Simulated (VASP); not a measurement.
# CsLiCr2Te2S3 (C2/m) in VASP: reference runs

Aim: a first look at CsLiCr2Te2S3 with PBE, on the cell as given and on a disturbed one.

All numbers are computed with VASP 6.6.1; they aren't measurements. Logs are shortened: lines on timing, memory, paths and dates and some standing lists are left out, and cuts for length are marked.

## 1. The structure

Symmetry: C2/m, No. 12, monoclinic system. The conventional cell has a = 14.579 Å, b = 4.209 Å, c = 7.709 Å, α = 90.00°, β = 109.04°, γ = 90.00°. Cs (site symmetry 2/m) is surrounded by 6 S at 3.84 to 3.85 Å and 6 Te at 4.08 to 4.23 Å and 2 Cs at 4.21 Å and 2 Cr at 4.27 Å and 4 Li at 4.39 Å. Li (site symmetry 2/m) has 2 S at 2.10 Å as nearest neighbours. Cr (site symmetry m) has 4 S at 2.33 to 2.46 Å as nearest neighbours. Te (site symmetry m) is surrounded by 2 Cr at 2.84 Å and 1 Li at 3.10 Å and 1 S at 3.19 Å. Around S (site symmetry m) lie 3 Cr at 2.33 to 2.46 Å. Around S (site symmetry 2/m) lie 2 Li at 2.10 Å and 2 Cr at 2.38 Å.

The cell was built by a generator and needn't be a form met in nature.

## 2. Single point, PBE, collinear spin, ferromagnetic start

The input, INCAR:

```
PREC     = Accurate       # precision mode
ENCUT    = 520            # plane-wave cutoff, eV
EDIFF    = 1E-7           # SCF threshold, eV
ISMEAR   = -1             # smearing method
SIGMA    = 0.05           # smearing width, eV
LREAL    = False          # projectors in reciprocal space
LASPH    = True           # aspherical terms in the spheres
NELM     = 100            # most SCF steps
ALGO     = Normal         # electronic algorithm
ISIF     = 2              # what is computed and relaxed
LWAVE    = False          # write WAVECAR
LCHARG   = False          # write CHGCAR
ISPIN    = 2              # spin polarisation
MAGMOM   = 0 0 3 3 0 0 0 0 0 # initial moments
LORBIT   = 11             # projections on sites
LMAXMIX  = 4              # l up to which the mixer works
GGA      = PE             # functional
NBANDS   = 47             # bands
KPAR     = 4
```

The input, KPOINTS:

```
regular mesh
0
Gamma
  7 7 4
```

The input, POSCAR:

```
CsLiCr2Te2S3
1.0
    7.2895900000     -2.1043300000      0.0177200000
    7.2895900000      2.1043300000      0.0177200000
   -2.5331500000      0.0000000000      7.2810000000
Cs Li Cr Te S
1 1 2 2 3
Direct
    0.5000000000      0.5000000000      0.0000000000
    0.0000000000      0.0000000000      0.5000000000
    0.3287000000      0.3287000000      0.4330000000
    0.6713000000      0.6713000000      0.5670000000
    0.8067200000      0.8067200000      0.1742700000
    0.1932800000      0.1932800000      0.8257300000
    0.1635800000      0.1635800000      0.3971300000
    0.8364200000      0.8364200000      0.6028700000
    0.5000000000      0.5000000000      0.5000000000
```

Potentials or basis: VASP PAW PBE potentials, release 64 (Cs_sv, Li_sv, Cr_pv, Te, S).

On the command line:

```sh
$ cat potpaw_PBE.64/Cs_sv/POTCAR potpaw_PBE.64/Li_sv/POTCAR potpaw_PBE.64/Cr_pv/POTCAR potpaw_PBE.64/Te/POTCAR potpaw_PBE.64/S/POTCAR > POTCAR
$ mpirun -np 4 vasp_std > vasp.out
```

OUTCAR:

```text
PREC = Accurate
   ENCUT = 520
   EDIFF = 1E-7
   ISMEAR = -1
   LREAL = False
   LASPH = True
   NELM = 100
   ISIF = 2
   ISPIN = 2
   LORBIT = 11
   GGA = PE

 ion  position               nearest neighbor table
   1  0.500  0.500  0.000-
   2  0.000  0.000  0.500-   9 2.10   9 2.10   5 3.10   6 3.10
   3  0.329  0.329  0.433-   7 2.33   9 2.38   8 2.46   8 2.46   5 2.84   5 2.84
   4  0.671  0.671  0.567-   8 2.33   9 2.38   7 2.46   7 2.46   6 2.84   6 2.84
   5  0.807  0.807  0.174-   3 2.84   3 2.84   2 3.10   8 3.19   6 3.39   6 3.39
   6  0.193  0.193  0.826-   4 2.84   4 2.84   2 3.10   7 3.19   5 3.39   5 3.39
   7  0.164  0.164  0.397-   3 2.33   4 2.46   4 2.46   6 3.19
   8  0.836  0.836  0.603-   4 2.33   3 2.46   3 2.46   5 3.19
   9  0.500  0.500  0.500-   2 2.10   2 2.10   3 2.38   4 2.38

  LATTYP: Found a base centered monoclinic cell.
 ALAT       =    14.5792230748
 B/A-ratio  =     0.2886751906
 C/A-ratio  =     0.5287711959
 COS(beta)  =    -0.3262964791

  Lattice vectors:

 A1 = (   7.2895900000,  -2.1043300000,   0.0177200000)
 A2 = (   7.2895900000,   2.1043300000,   0.0177200000)
 A3 = (  -2.5331500000,   0.0000000000,   7.2810000000)

Analysis of symmetry for initial positions (statically):
=====================================================================
 Subroutine PRICEL returns:
 Original cell was already a primitive cell.

 Routine SETGRP: Setting up the symmetry group for a
 base centered monoclinic supercell.

 Subroutine GETGRP returns: Found  4 space group operations
 (whereof  4 operations were pure point group operations)
 out of a pool of  4 trial point group operations.

The static configuration has the point symmetry C_2h.

Analysis of symmetry for dynamics (positions and initial velocities):
=====================================================================
 Subroutine PRICEL returns:
 Original cell was already a primitive cell.

 Routine SETGRP: Setting up the symmetry group for a
 base centered monoclinic supercell.

 Subroutine GETGRP returns: Found  4 space group operations
 (whereof  4 operations were pure point group operations)
 out of a pool of  4 trial point group operations.

The dynamic configuration has the point symmetry C_2h.

Analysis of structural, dynamic, and magnetic symmetry:
=====================================================================
 Subroutine PRICEL returns:
 Original cell was already a primitive cell.

 Routine SETGRP: Setting up the symmetry group for a
 base centered monoclinic supercell.

[... 165 lines left out ...]

 E-fermi :   4.1596     XC(G=0):  -9.1777

 val. band max:        4.1573076993   @ k =   0.4286   0.0000   0.0000
 cond. band min:       4.1609319147   @ k =   0.4286   0.2857   0.5000
 fundamental gap:      0.0036242154
 Fermi energy:         4.1596399342

 spin component 1

 k-point     1 :       0.0000    0.0000    0.0000
  band No.  band energies     occupation
      1     -40.8990      1.00000
      2     -39.9399      1.00000
      3     -39.9353      1.00000
      4     -39.8990      1.00000
      5     -39.8937      1.00000
      6     -39.8810      1.00000
[... 1141 lines left out ...]
     44       8.9172      0.00000
     45       9.3491      0.00000

 [... further k-points ...]

 spin component 2

 k-point     1 :       0.0000    0.0000    0.0000
  band No.  band energies     occupation
      1     -40.8923      1.00000
      2     -37.1193      1.00000
      3     -37.1113      1.00000
      4     -37.0815      1.00000
      5     -37.0752      1.00000
      6     -36.9142      1.00000
[... 1141 lines left out ...]
     44       9.1653      0.00000
     45       9.5787      0.00000

 [... further k-points ...]

 [bands above 45 left out]

------------------------ aborting loop because EDIFF is reached ----------------------------------------

  FORCE on cell =-STRESS in cart. coord.  units (eV):
  Direction    XX          YY          ZZ          XY          YZ          ZX
  --------------------------------------------------------------------------------------
  -------------------------------------------------------------------------------------
  Total       -0.0762579      0.0860807      0.0038842      0.0000000      0.0000000     -0.0056630
  in kB       -0.5465000      0.6168952      0.0278360      0.0000000      0.0000000     -0.0405838
  external PRESSURE =       0.0327437 kB  Pullay stress =       0.0000000 kB

 VOLUME and BASIS-vectors are now :
 -----------------------------------------------------------------------------
  energy-cutoff  :      520.00
  volume of cell :      223.57
      direct lattice vectors                 reciprocal lattice vectors
     7.289590000 -2.104330000  0.017720000     0.068533003 -0.237605319  0.023843480
     7.289590000  2.104330000  0.017720000     0.068533003  0.237605319  0.023843480
    -2.533150000  0.000000000  7.281000000    -0.000333582  0.000000000  0.137227714

 POSITION                                       TOTAL-FORCE (eV/Angst)
 -----------------------------------------------------------------------------------
      7.28959      0.00000      0.01772         0.000000     -0.000000      0.000000
     -1.26658      0.00000      3.64050         0.000000      0.000000      0.000000
      3.69532      0.00000      3.16432        -0.016477      0.000000     -0.023975
      8.35071      0.00000      4.15212         0.016477      0.000000      0.023975
     11.31986      0.00000      1.29745         0.006495      0.000000      0.023928
      0.72617      0.00000      6.01899        -0.006495      0.000000     -0.023928
      1.37887      0.00000      2.89730         0.005411      0.000000     -0.008530
     10.66716      0.00000      4.41914        -0.005411      0.000000      0.008530
      6.02301      0.00000      3.65822         0.000000      0.000000      0.000000
 -----------------------------------------------------------------------------------
    total drift:                                0.000000      0.000000     -0.000000

  FREE ENERGIE OF THE ION-ELECTRON SYSTEM (eV)
  ---------------------------------------------------
  free  energy   TOTEN  =       -45.7872537958 eV

  energy  without entropy=      -45.7516272962  energy(sigma->0) =      -45.76944055

 total charge

# of ion       s       p       d       tot
------------------------------------------
    1        1.833   4.700   0.030   6.564
    2        2.037   0.081   0.000   2.118
    3        0.269   6.238   4.078  10.585
    4        0.269   6.238   4.078  10.585
    5        1.390   1.920   0.026   3.335
    6        1.390   1.920   0.026   3.335
    7        1.342   2.361   0.000   3.703
    8        1.342   2.361   0.000   3.703
    9        1.327   2.488   0.000   3.816
--------------------------------------------------
tot         11.201  28.306   8.238  47.745

 magnetization (x)

# of ion       s       p       d       tot
------------------------------------------
    1        0.000  -0.001   0.000   0.000
    2        0.001   0.002   0.000   0.003
    3        0.039   0.028   2.774   2.841
    4        0.039   0.028   2.774   2.841
    5       -0.002  -0.140   0.002  -0.139
    6       -0.002  -0.140   0.002  -0.139
    7       -0.006  -0.147   0.000  -0.152
    8       -0.006  -0.147   0.000  -0.152
    9       -0.003  -0.042   0.000  -0.045
--------------------------------------------------
tot          0.062  -0.557   5.552   5.057
```

Run time: 14 min. Hardware: 4 MPI ranks of Intel Xeon Platinum 8259CL at 2.50GHz (Skylake/Cascade Lake), shared host; peak memory 1.3 GiB.

Results:

* Free energy: -45.7873 eV
* Largest force: 0.029 eV/Å
* Band gap on the k mesh: none (metal or under the smearing width)
* Net moment: 5.24 μB per cell
* Site moments: Cs +0.00; Li +0.00; Cr +2.84; Te -0.14; S -0.15, -0.04 μB
* Valence electrons inside the program's atomic spheres: Cs 6.56; Li 2.12; Cr 10.59; Te 3.33; S 3.70, 3.82

Forces on the atoms (eV/Å):
```
Cs   0.000  0.000  0.000
Li   0.000  0.000  0.000
Cr  -0.016  0.000 -0.024
Cr   0.016  0.000  0.024
Te   0.006  0.000  0.024
Te  -0.006  0.000 -0.024
S    0.005  0.000 -0.009
S   -0.005  0.000  0.009
S    0.000  0.000  0.000
```

Caveat: the cutoff is under 1.25 times the usual one of these potentials, so pressure, stress and relaxed cells hold a basis-set (Pulay) error; only a ferromagnetic start was run, and an antiferromagnetic order may lie lower in energy. With open d or f shells a metallic result of PBE can be an artefact of self-interaction; +U or a hybrid may open a gap.

## 3. Single point, PBE, collinear spin, ferromagnetic start (atoms moved at random, drawn with an rms of 0.05 Å)

INCAR is that of step 2.

KPOINTS is that of step 2.

The input, POSCAR:

```
CsLiCr2Te2S3
1.0
    7.2895900000     -2.1043300000      0.0177200000
    7.2895900000      2.1043300000      0.0177200000
   -2.5331500000      0.0000000000      7.2810000000
Cs Li Cr Te S
1 1 2 2 3
Direct
    0.4952500000      0.4974240000     -0.0034350000
   -0.0043320000      0.0004930000      0.5053070000
    0.3343510000      0.3284920000      0.4374820000
    0.6718510000      0.6729550000      0.5656690000
    0.8105040000      0.7989720000      0.1683050000
    0.1941130000      0.1914800000      0.8308130000
    0.1718430000      0.1517010000      0.3934430000
    0.8303140000      0.8448340000      0.6030690000
    0.4918300000      0.5032420000      0.4988870000
```

Potentials or basis: VASP PAW PBE potentials, release 64 (Cs_sv, Li_sv, Cr_pv, Te, S).

On the command line:

```sh
$ cat potpaw_PBE.64/Cs_sv/POTCAR potpaw_PBE.64/Li_sv/POTCAR potpaw_PBE.64/Cr_pv/POTCAR potpaw_PBE.64/Te/POTCAR potpaw_PBE.64/S/POTCAR > POTCAR
$ mpirun -np 4 vasp_std > vasp.out
```

OUTCAR:

```text
PREC = Accurate
   ENCUT = 520
   EDIFF = 1E-7
   ISMEAR = -1
   LREAL = False
   LASPH = True
   NELM = 100
   ISIF = 2
   ISPIN = 2
   LORBIT = 11
   GGA = PE

 ion  position               nearest neighbor table
   1  0.495  0.497  0.997-
   2  0.996  0.000  0.505-   9 2.09   9 2.12   8 2.68   6 3.12
   3  0.334  0.328  0.437-   9 2.31   7 2.38   8 2.41   8 2.48   5 2.88   5 2.90
   4  0.672  0.673  0.566-   8 2.33   7 2.43   9 2.43   7 2.50   6 2.87   6 2.89
   5  0.811  0.799  0.168-   3 2.88   3 2.90   8 3.23   6 3.32   6 3.34
   6  0.194  0.191  0.831-   4 2.87   4 2.89   2 3.12   5 3.32   5 3.34
   7  0.172  0.152  0.393-   3 2.38   4 2.43   4 2.50
[... 2564 lines left out ...]
      0.70624     -0.00554      6.05598        -0.038718      0.024468     -0.235672
      1.36185     -0.04239      2.87039         0.211792      0.224952      0.130371
     10.68348      0.03055      4.42063        -0.121330     -0.217678      0.064944
      5.98991      0.02401      3.65003         0.447409     -0.217014      0.031641
 -----------------------------------------------------------------------------------
    total drift:                               -0.000133     -0.000047     -0.000172

  FREE ENERGIE OF THE ION-ELECTRON SYSTEM (eV)
  ---------------------------------------------------
  free  energy   TOTEN  =       -45.7400273358 eV

  energy  without entropy=      -45.7055926102  energy(sigma->0) =      -45.72280997

 total charge

# of ion       s       p       d       tot
------------------------------------------
    1        1.833   4.700   0.031   6.565
    2        2.037   0.081   0.000   2.117
    3        0.269   6.239   4.081  10.589
    4        0.264   6.226   4.067  10.558
    5        1.393   1.908   0.025   3.325
    6        1.391   1.913   0.025   3.329
    7        1.342   2.354   0.000   3.696
    8        1.341   2.369   0.000   3.710
    9        1.328   2.491   0.000   3.818
--------------------------------------------------
tot         11.197  28.280   8.230  47.708

 magnetization (x)

# of ion       s       p       d       tot
------------------------------------------
    1        0.000  -0.001   0.000  -0.000
    2        0.001   0.002   0.000   0.004
    3        0.039   0.028   2.773   2.840
    4        0.039   0.027   2.825   2.891
    5       -0.001  -0.145   0.001  -0.144
    6       -0.001  -0.140   0.002  -0.139
    7       -0.005  -0.145   0.000  -0.150
    8       -0.006  -0.147   0.000  -0.153
    9       -0.003  -0.039   0.000  -0.042
--------------------------------------------------
tot          0.064  -0.560   5.601   5.105
```

OSZICAR:

```text
N       E                     dE             d eps       ncg     rms          rms(c)
DAV:   1     0.558988924578E+03    0.55899E+03   -0.30805E+04 20580   0.129E+03
DAV:   2     0.882281586391E+01   -0.55017E+03   -0.52410E+03 20473   0.316E+02
DAV:   3    -0.487841380971E+02   -0.57607E+02   -0.56114E+02 25011   0.993E+01
[... 13 lines left out ...]
DAV:  17    -0.457400239128E+02   -0.87031E-05   -0.76927E-05 23292   0.390E-02    0.226E-02
DAV:  18    -0.457400260823E+02   -0.21695E-05   -0.12900E-05 23141   0.170E-02    0.151E-02
DAV:  19    -0.457400266470E+02   -0.56475E-06   -0.14112E-06 25140   0.570E-03    0.984E-03
DAV:  20    -0.457400272073E+02   -0.56026E-06   -0.97641E-07 22008   0.499E-03    0.327E-03
DAV:  21    -0.457400273286E+02   -0.12130E-06   -0.17796E-07 16986   0.203E-03    0.112E-03
DAV:  22    -0.457400273358E+02   -0.72041E-08   -0.24828E-08 13345   0.760E-04
   1 F= -.45740027E+02 E0= -.45722810E+02  d E =-.344347E-01  mag=     5.2850
```

Wall time 23 min (4 MPI ranks of Intel Xeon Platinum 8259CL at 2.50GHz (Skylake/Cascade Lake), shared host); peak memory 1.8 GiB.

What came out:

| Item | Value |
| --- | --- |
| Free energy | -45.7400 eV |
| Largest force | 0.577 eV/Å |
| Band gap on the k mesh | none (metal or under the smearing width) |
| Net moment | 5.29 μB per cell |
| Site moments | Cs -0.00; Li +0.00; Cr +2.84, +2.89; Te -0.14; S -0.15, -0.04 μB |
| Valence electrons inside the program's atomic spheres | Cs 6.57; Li 2.12; Cr 10.59, 10.56; Te 3.33; S 3.70, 3.71, 3.82 |

Forces on the atoms (eV/Å):
```
Cs   0.027 -0.006  0.049
Li   0.039  0.196  0.033
Cr  -0.475  0.089 -0.314
Cr  -0.119 -0.125  0.061
Te   0.029  0.031  0.180
Te  -0.039  0.024 -0.236
S    0.212  0.225  0.130
S   -0.121 -0.218  0.065
S    0.447 -0.217  0.032
```

Caveat: the cutoff is under 1.25 times the usual one of these potentials, so pressure, stress and relaxed cells hold a basis-set (Pulay) error; only a ferromagnetic start was run, and an antiferromagnetic order may lie lower in energy.
